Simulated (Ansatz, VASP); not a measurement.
**CaCu3 in two plane-wave programs**

One calculation is typed for both programs; each brings its own data sets. How far apart do they land? The cell is generated by rule, not measured, and may not be a known phase. The cell is taken from a series of runs on this material, whose earlier steps may have relaxed, scaled, displaced or heated it; both programs get it as it stands.

Calculated with Ansatz 0.2.0; plane waves, with VASP 6.6.1 beside it; zone-centre phonons at LDA.

The structure was built from a prototype and need not be the compound's stable phase.

## (1) The structure

It takes space group Pm-3m (No. 221, cubic). Conventional cell: a = 3.911 Å, b = 3.911 Å, c = 3.911 Å, α = 90.00°, β = 90.00°, γ = 90.00°. Nearest to Ca lie 12 Cu at 2.77 Å. Nearest to Cu lie 4 Ca at 2.77 Å and 8 Cu at 2.77 Å. Farther neighbours are not listed.

As a file:

```xyz
4
Lattice="3.9108 0.0000 0.0000 0.0000 3.9108 0.0000 0.0000 0.0000 3.9108" Properties=species:S:1:pos:R:3 pbc="T T T"
Ca    0.0000    0.0000    0.0000
Cu    0.0000    1.9554    1.9554
Cu    1.9554    0.0000    1.9554
Cu    1.9554    1.9554    0.0000
```

## (2) VASP: zone-centre phonons, LDA

Second derivatives magnify differences that forces hide, and they need a tight electronic threshold.

Lines of VASP's logs that name or quote its potential files are left out, and so is its time.

INCAR

```
SYSTEM = CaCu3
PREC = Accurate
ENCUT = 600
EDIFF = 1E-08
NELM = 120
ISMEAR = 1
SIGMA = 0.2
LREAL = .FALSE.
ALGO = Normal
GGA = CA
NBANDS = 27
LASPH = .TRUE.
LORBIT = 11
LWAVE = .FALSE.
LCHARG = .FALSE.
ISIF = 2
IBRION = 8
GGA_COMPAT = .FALSE.
KPAR = 2
```

POSCAR

```
CaCu3
1.0
    3.9107714151      0.0000000000      0.0000000000
    0.0000000000      3.9107714151      0.0000000000
    0.0000000000      0.0000000000      3.9107714151
Ca Cu
1 3
Direct
    0.0000000000      0.0000000000      0.0000000000
    0.0000000000      0.5000000000      0.5000000000
    0.5000000000      0.0000000000      0.5000000000
    0.5000000000      0.5000000000      0.0000000000
```

KPOINTS

```
Automatic mesh
0
Gamma
12 12 12
0 0 0
```

PAW data sets: Ca_sv and Cu (LDA family, release 64).

Run with:

```bash
mpirun -np 2 vasp_std
```

Numbers of over 12 decimals in the logs are rounded to 6 here.

What it wrote:

```text
[banner, memory and clock lines left out]
running    2 mpi-ranks, on    1 nodes
 distrk:  each k-point on    1 cores,    2 groups
 distr:  one band on    1 cores,    1 groups

 POSCAR found type information on POSCAR CaCu
 POSCAR found :  2 types and       4 ions
 LDA part: xc-table for (Slater(with rela. corr.)+CA(PZ))
 , standard interpolation
 POSCAR, INCAR and KPOINTS ok, starting setup
 FFT: planning ... GRIDC
 FFT: planning ... GRID_SOFT
 FFT: planning ... GRID
 WAVECAR not read
 entering main loop
       N       E                     dE             d eps       ncg     rms          rms(c)
DAV:   1     0.387218907749E+03    0.38722E+03   -0.21631E+04  4552   0.272E+03
DAV:   2     0.855187955696E+01   -0.37867E+03   -0.37083E+03  4539   0.462E+02
DAV:   3    -0.187345844571E+02   -0.27286E+02   -0.25831E+02  5451   0.168E+02
DAV:   4    -0.208436360952E+02   -0.21091E+01   -0.20797E+01  8175   0.397E+01
DAV:   5    -0.208844283699E+02   -0.40792E-01   -0.40717E-01  6531   0.576E+00    0.214E+01
DAV:   6    -0.241659218359E+02   -0.32815E+01   -0.13285E+02  5991   0.227E+02    0.185E+01
DAV:   7    -0.158730486207E+02    0.82929E+01   -0.33360E+01  5617   0.937E+01    0.459E+00
DAV:   8    -0.155570266186E+02    0.31602E+00   -0.15293E+00  7255   0.170E+01    0.191E+00
DAV:   9    -0.154825938268E+02    0.74433E-01   -0.29721E-01  7907   0.580E+00    0.518E-01
DAV:  10    -0.154791726471E+02    0.34212E-02   -0.65588E-02  7045   0.403E+00    0.250E-01
DAV:  11    -0.154786560490E+02    0.51660E-03   -0.10036E-02  7267   0.154E+00    0.817E-02
DAV:  12    -0.154783740675E+02    0.28198E-03   -0.88215E-04  6179   0.549E-01    0.264E-02
DAV:  13    -0.154783530333E+02    0.21034E-04   -0.12258E-04  7975   0.789E-02    0.353E-03
DAV:  14    -0.154783534768E+02   -0.44358E-06   -0.60392E-06  6815   0.198E-02    0.878E-04
DAV:  15    -0.154783534887E+02   -0.11851E-07   -0.21046E-07  6670   0.338E-03    0.782E-04
DAV:  16    -0.154783534777E+02    0.10971E-07   -0.34842E-08  4687   0.309E-03    0.975E-05
DAV:  17    -0.154783534777E+02    0.32742E-10   -0.29980E-09  3024   0.530E-04
   1 F= -.15478353E+02 E0= -.15478725E+02  d E =0.111455E-02
 Linear response reoptimize wavefunctions to high precision
DAV:   1    -0.154783534778E+02   -0.10186E-09   -0.11908E-09  3060   0.499E-04
DAV:   2    -0.154783534778E+02   -0.10914E-10   -0.45396E-10  2934   0.171E-04
 Linear response DOF=           3
 Linear response progress:
  Degree of freedom:   1/  3
       N       E                     dE             d eps       ncg     rms          rms(c)
RMM:   1    -0.470862887251E+00   -0.47086E+00    0.27014E+00 12641   0.114E+01
RMM:   2    -0.398137134270E+00    0.72726E-01   -0.17761E-01 17988   0.266E+00    0.110E-01
RMM:   3    -0.399664962888E+00   -0.15278E-02   -0.25576E-02 19007   0.653E-01    0.857E-02
RMM:   4    -0.400595365424E+00   -0.93040E-03   -0.82698E-03 23016   0.313E-01    0.517E-02
RMM:   5    -0.400805050697E+00   -0.20969E-03   -0.19810E-03 22739   0.137E-01    0.290E-02
RMM:   6    -0.400662802866E+00    0.14225E-03   -0.68466E-04 21396   0.874E-02    0.643E-03
RMM:   7    -0.400702787227E+00   -0.39984E-04   -0.23540E-04 20120   0.540E-02    0.595E-03
RMM:   8    -0.400675121217E+00    0.27666E-04   -0.11117E-04 23090   0.319E-02    0.551E-03
RMM:   9    -0.400638880036E+00    0.36241E-04   -0.54588E-05 25780   0.202E-02    0.117E-03
RMM:  10    -0.400621742905E+00    0.17137E-04   -0.35073E-05 24187   0.137E-02    0.805E-04
RMM:  11    -0.400628641680E+00   -0.68988E-05   -0.25471E-05 23615   0.102E-02    0.229E-03
RMM:  12    -0.400613958656E+00    0.14683E-04   -0.18791E-05 25291   0.802E-03    0.437E-04
RMM:  13    -0.400616961068E+00   -0.30024E-05   -0.15309E-05 25038   0.609E-03    0.756E-04
RMM:  14    -0.400613634213E+00    0.33269E-05   -0.11697E-05 23849   0.515E-03    0.178E-04
RMM:  15    -0.400611302513E+00    0.23317E-05   -0.10357E-05 25149   0.426E-03    0.194E-04
RMM:  16    -0.400612763939E+00   -0.14614E-05   -0.81634E-06 26104   0.360E-03    0.525E-05
RMM:  17    -0.400613029686E+00   -0.26575E-06   -0.71735E-06 25739   0.311E-03    0.780E-05
RMM:  18    -0.400613097046E+00   -0.67361E-07   -0.58597E-06 24127   0.274E-03    0.941E-05
RMM:  19    -0.400613686326E+00   -0.58928E-06   -0.50710E-06 25065   0.244E-03    0.848E-05
RMM:  20    -0.400614064386E+00   -0.37806E-06   -0.43330E-06 25981   0.219E-03    0.744E-05
RMM:  21    -0.400614256007E+00   -0.19162E-06   -0.37767E-06 26744   0.196E-03    0.800E-05
 first order change of Fermi-energy  -0.16999E-03
 force on displaced ion       1 direction 1 :  -7.224  -0.000  -0.000
 Linear response progress:
  Degree of freedom:   2/  3
       N       E                     dE             d eps       ncg     rms          rms(c)
RMM:   1    -0.244138753799E+00   -0.24414E+00   -0.12533E-01 16192   0.323E+00
RMM:   2    -0.243532905191E+00    0.60585E-03   -0.51829E-03 13669   0.963E-01    0.102E-01
RMM:   3    -0.243557711147E+00   -0.24806E-04   -0.16457E-03 16532   0.298E-01    0.698E-02
RMM:   4    -0.243658788032E+00   -0.10108E-03   -0.29924E-04 16581   0.112E-01    0.864E-03
RMM:   5    -0.243666266511E+00   -0.74785E-05   -0.24007E-05 18920   0.285E-02    0.569E-03
RMM:   6    -0.243675416729E+00   -0.91502E-05   -0.53728E-06 16620   0.193E-02    0.399E-03
RMM:   7    -0.243685090474E+00   -0.96737E-05   -0.21174E-06 17403   0.118E-02    0.696E-04
RMM:   8    -0.243683726277E+00    0.13642E-05   -0.13564E-06 22053   0.552E-03    0.670E-04
RMM:   9    -0.243680570976E+00    0.31553E-05   -0.33575E-07 21381   0.223E-03    0.442E-04
RMM:  10    -0.243677364823E+00    0.32062E-05   -0.15247E-07 24018   0.112E-03    0.171E-04
RMM:  11    -0.243675153579E+00    0.22112E-05   -0.77926E-08 23650   0.655E-04    0.419E-05
RMM:  12    -0.243675080183E+00    0.73396E-07   -0.54772E-08 23145   0.451E-04    0.232E-05
RMM:  13    -0.243675067327E+00    0.12856E-07   -0.49835E-08 25633   0.345E-04    0.209E-05
RMM:  14    -0.243675361411E+00   -0.29408E-06   -0.47947E-08 24461   0.308E-04    0.697E-06
RMM:  15    -0.243675368777E+00   -0.73652E-08   -0.47779E-08 25960   0.277E-04    0.620E-06
 first order change of Fermi-energy   0.45812E-03
 force on displaced ion       2 direction 1 :   0.355   0.000  -0.000
 Linear response progress:
  Degree of freedom:   3/  3
       N       E                     dE             d eps       ncg     rms          rms(c)
RMM:   1    -0.245683603650E+00   -0.24568E+00   -0.15256E-01 31430   0.464E+00
RMM:   2    -0.243199622637E+00    0.24840E-02   -0.67037E-03 24863   0.995E-01    0.107E-01
RMM:   3    -0.243550153770E+00   -0.35053E-03   -0.15319E-03 31720   0.283E-01    0.726E-02
RMM:   4    -0.244005692629E+00   -0.45554E-03   -0.34998E-04 32073   0.118E-01    0.127E-02
RMM:   5    -0.243958185476E+00    0.47507E-04   -0.40163E-05 37153   0.300E-02    0.521E-03
RMM:   6    -0.243959870415E+00   -0.16849E-05   -0.63512E-06 33482   0.167E-02    0.294E-03
RMM:   7    -0.243959189764E+00    0.68065E-06   -0.27401E-06 33996   0.113E-02    0.867E-04
RMM:   8    -0.243954888310E+00    0.43015E-05   -0.19245E-06 42953   0.470E-03    0.347E-04
RMM:   9    -0.243953005736E+00    0.18826E-05   -0.31510E-07 40646   0.210E-03    0.243E-04
RMM:  10    -0.243950541192E+00    0.24645E-05   -0.17449E-07 41425   0.114E-03    0.119E-04
RMM:  11    -0.243949709245E+00    0.83195E-06   -0.88191E-08 39525   0.736E-04    0.506E-05
RMM:  12    -0.243949825125E+00   -0.11588E-06   -0.74329E-08 42539   0.492E-04    0.388E-05
RMM:  13    -0.243949967096E+00   -0.14197E-06   -0.62615E-08 42771   0.374E-04    0.125E-05
RMM:  14    -0.243950038118E+00   -0.71022E-07   -0.59179E-08 45000   0.300E-04    0.359E-06
RMM:  15    -0.243950092856E+00   -0.54738E-07   -0.56587E-08 45578   0.269E-04    0.192E-06
RMM:  16    -0.243950076740E+00    0.16116E-07   -0.56467E-08 45437   0.253E-04    0.143E-06
RMM:  17    -0.243950069161E+00    0.75791E-08   -0.54883E-08 45939   0.246E-04    0.624E-07
 first order change of Fermi-energy  -0.16661E-04
 force on displaced ion       2 direction 2 :   0.000  -4.479   0.000
 Linear response finished
```

Parts of OUTCAR (step 2):

```text
ion  position               nearest neighbor table
   1  0.000  0.000  0.000-   2 2.77   3 2.77   4 2.77   2 2.77   3 2.77   2 2.77   4 2.77   2 2.77
                             3 2.77   4 2.77   3 2.77   4 2.77
   2  0.000  0.500  0.500-   1 2.77   3 2.77   4 2.77   1 2.77   4 2.77   1 2.77   3 2.77   1 2.77
                             3 2.77   4 2.77   4 2.77   3 2.77
   3  0.500  0.000  0.500-   1 2.77   2 2.77   4 2.77   1 2.77   4 2.77   2 2.77   4 2.77   4 2.77
                             1 2.77   2 2.77   1 2.77   2 2.77
   4  0.500  0.500  0.000-   1 2.77   2 2.77   3 2.77   2 2.77   3 2.77   1 2.77   3 2.77   3 2.77
                             1 2.77   2 2.77   2 2.77   1 2.77

  LATTYP: Found a simple cubic cell.
 ALAT       =     3.9107714151

 Subroutine GETGRP returns: Found 48 space group operations
 (whereof 48 operations were pure point group operations)

The static configuration has the point symmetry O_h .

 Found     84 irreducible k-points:

   k-points           NKPTS =     84   k-points in BZ     NKDIM =     84   number of bands    NBANDS=     27

   dimension x,y,z NGX =    32 NGY =   32 NGZ =   32
   dimension x,y,z NGXF=    64 NGYF=   64 NGZF=   64

   ENCUT  =  600.0 eV  44.10 Ry    6.64 a.u.   7.81  7.81  7.81*2*pi/ulx,y,z

   NELECT =      43.0000    total number of electrons

 k-points in reciprocal lattice and weights: Automatic mesh
   0.00000000  0.00000000  0.00000000       0.001
   0.08333333  0.00000000  0.00000000       0.003
   0.16666667  0.00000000  0.00000000       0.003
   0.25000000  0.00000000  0.00000000       0.003
   0.33333333  0.00000000  0.00000000       0.003
   0.41666667  0.00000000  0.00000000       0.003
   0.50000000  0.00000000  0.00000000       0.002
   0.08333333  0.08333333  0.00000000       0.007
   0.16666667  0.08333333  0.00000000       0.014
[...]
0.50000000  0.50000000  0.41666667       0.003
   0.50000000  0.50000000  0.50000000       0.001

 average (electrostatic) potential at core
       1 -42.3967       2 -66.2560       3 -66.2560       4 -66.2560

  Total        0.2718216      0.2718216      0.2718216      0.0000000      0.0000000     -0.0000000
  in kB        7.2812724      7.2812724      7.2812724      0.0000000      0.0000000     -0.0000000
  external PRESSURE =       7.2812724 kB  Pullay stress =       0.0000000 kB

  energy-cutoff  :      600.00
  volume of cell :       59.81
      direct lattice vectors                 reciprocal lattice vectors
     3.910771415  0.000000000  0.000000000     0.255704027  0.000000000  0.000000000
     0.000000000  3.910771415  0.000000000     0.000000000  0.255704027  0.000000000
     0.000000000  0.000000000  3.910771415     0.000000000  0.000000000  0.255704027

 POSITION                                       TOTAL-FORCE (eV/Angst)
 -----------------------------------------------------------------------------------
      0.00000      0.00000      0.00000         0.000000      0.000000      0.000000
      0.00000      1.95539      1.95539         0.000000      0.000000      0.000000
      1.95539      0.00000      1.95539         0.000000      0.000000      0.000000
      1.95539      1.95539      0.00000         0.000000      0.000000      0.000000
 -----------------------------------------------------------------------------------
    total drift:                                0.000000     -0.000000     -0.000000

 Eigenvectors and eigenvalues of the dynamical matrix
 ----------------------------------------------------

   1 f  =    7.783945 THz    48.907970 2PiTHz  259.644465 cm-1    32.191796 meV
             X         Y         Z           dx          dy          dz
      0.000000  0.000000  0.000000    -0.852851   -0.047059   -0.027562
      0.000000  1.955386  1.955386    -0.053637    0.020111    0.011779
      1.955386  0.000000  1.955386     0.364483   -0.002960    0.011779
      1.955386  1.955386  0.000000     0.364483    0.020111   -0.001733

   2 f  =    7.783945 THz    48.907970 2PiTHz  259.644465 cm-1    32.191796 meV
             X         Y         Z           dx          dy          dz
      0.000000  0.000000  0.000000    -0.032964    0.100752    0.847993
      0.000000  1.955386  1.955386    -0.002073   -0.043058   -0.362406
      1.955386  0.000000  1.955386     0.014088    0.006336   -0.362406
      1.955386  1.955386  0.000000     0.014088   -0.043058    0.053332

   3 f  =    7.783945 THz    48.907970 2PiTHz  259.644465 cm-1    32.191796 meV
             X         Y         Z           dx          dy          dz
      0.000000  0.000000  0.000000    -0.043446    0.847328   -0.102362
      0.000000  1.955386  1.955386    -0.002732   -0.362122    0.043746
      1.955386  0.000000  1.955386     0.018567    0.053290    0.043746
      1.955386  1.955386  0.000000     0.018567   -0.362122   -0.006438

   4 f  =    4.319492 THz    27.140169 2PiTHz  144.082743 cm-1    17.863975 meV
             X         Y         Z           dx          dy          dz
      0.000000  0.000000  0.000000     0.000000   -0.000000   -0.000000
      0.000000  1.955386  1.955386     0.000000    0.664148   -0.000000
      1.955386  0.000000  1.955386     0.242709    0.000000    0.000000
      1.955386  1.955386  0.000000    -0.242709   -0.664148   -0.000000

   5 f  =    4.319492 THz    27.140169 2PiTHz  144.082743 cm-1    17.863975 meV
             X         Y         Z           dx          dy          dz
      0.000000  0.000000  0.000000     0.000000   -0.000000   -0.000000
      0.000000  1.955386  1.955386     0.000000   -0.129222    0.598554
      1.955386  0.000000  1.955386     0.353603    0.000000   -0.598554
      1.955386  1.955386  0.000000    -0.353603    0.129222    0.000000

   6 f  =    4.319492 THz    27.140169 2PiTHz  144.082743 cm-1    17.863975 meV
             X         Y         Z           dx          dy          dz
      0.000000  0.000000  0.000000    -0.000000   -0.000000    0.000000
      0.000000  1.955386  1.955386    -0.000000    0.205449    0.376475
      1.955386  0.000000  1.955386    -0.562190    0.000000   -0.376475
      1.955386  1.955386  0.000000     0.562190   -0.205449    0.000000

   7 f  =    0.009189 THz     0.057736 2PiTHz    0.306510 cm-1     0.038002 meV
             X         Y         Z           dx          dy          dz
      0.000000  0.000000  0.000000    -0.327068   -0.260692    0.014521
      0.000000  1.955386  1.955386    -0.404506   -0.328719    0.018310
      1.955386  0.000000  1.955386    -0.412416   -0.322414    0.018310
      1.955386  1.955386  0.000000    -0.412416   -0.328719    0.017959

   8 f  =    0.009189 THz     0.057736 2PiTHz    0.306510 cm-1     0.038002 meV
             X         Y         Z           dx          dy          dz
      0.000000  0.000000  0.000000    -0.260032    0.323131   -0.055806
      0.000000  1.955386  1.955386    -0.321598    0.407452   -0.070368
      1.955386  0.000000  1.955386    -0.327887    0.399637   -0.070368
      1.955386  1.955386  0.000000    -0.327887    0.407452   -0.069019

   9 f  =    0.009189 THz     0.057736 2PiTHz    0.306510 cm-1     0.038002 meV
             X         Y         Z           dx          dy          dz
      0.000000  0.000000  0.000000     0.023550   -0.052636   -0.414511
      0.000000  1.955386  1.955386     0.029126   -0.066371   -0.522677
      1.955386  0.000000  1.955386     0.029696   -0.065098   -0.522677
      1.955386  1.955386  0.000000     0.029696   -0.066371   -0.512652

  10 f/i=    1.453866 THz     9.134907 2PiTHz   48.495737 cm-1     6.012702 meV
             X         Y         Z           dx          dy          dz
      0.000000  0.000000  0.000000    -0.060782    0.192663   -0.231759
      0.000000  1.955386  1.955386     0.168821    0.186032   -0.223782
      1.955386  0.000000  1.955386    -0.058690   -0.535120   -0.223782
      1.955386  1.955386  0.000000    -0.058690    0.186032    0.643707

  11 f/i=    1.453866 THz     9.134907 2PiTHz   48.495737 cm-1     6.012702 meV
             X         Y         Z           dx          dy          dz
      0.000000  0.000000  0.000000     0.069340   -0.221143   -0.202024
      0.000000  1.955386  1.955386    -0.192592   -0.213531   -0.195070
      1.955386  0.000000  1.955386     0.066954    0.614221   -0.195070
      1.955386  1.955386  0.000000     0.066954   -0.213531    0.561118

  12 f/i=    1.453866 THz     9.134907 2PiTHz   48.495737 cm-1     6.012702 meV
             X         Y         Z           dx          dy          dz
      0.000000  0.000000  0.000000    -0.293297   -0.092209    0.000267
      0.000000  1.955386  1.955386     0.814629   -0.089035    0.000258
      1.955386  0.000000  1.955386    -0.283202    0.256109    0.000258
      1.955386  1.955386  0.000000    -0.283202   -0.089035   -0.000742

 ELASTIC MODULI CONTR FROM IONIC RELAXATION (kBar)
 Direction    XX          YY          ZZ          XY          YZ          ZX
 --------------------------------------------------------------------------------
 XX           0.0000      0.0000      0.0000      0.0000      0.0000      0.0000
 YY           0.0000      0.0000      0.0000      0.0000      0.0000      0.0000
 ZZ           0.0000      0.0000      0.0000      0.0000      0.0000      0.0000
 XY           0.0000      0.0000      0.0000      0.0000      0.0000      0.0000
 YZ           0.0000      0.0000      0.0000      0.0000      0.0000      0.0000
 ZX           0.0000      0.0000      0.0000      0.0000      0.0000      0.0000
 --------------------------------------------------------------------------------
```

(Continued in part 2 of 2.)

[Lines on the potential files, build, host, timing and source positions are cut from VASP's logs without a mark.]

[Logs are printed without paths, hosts, clocks, repeated set-up lines and the standing remarks that a program may print on its own settings, such as how far it seeks lower states.]

[Hosts, paths, dates, database ids (printed as entryN), source tags and the programs' standing remarks are cut or masked in the printed files.]
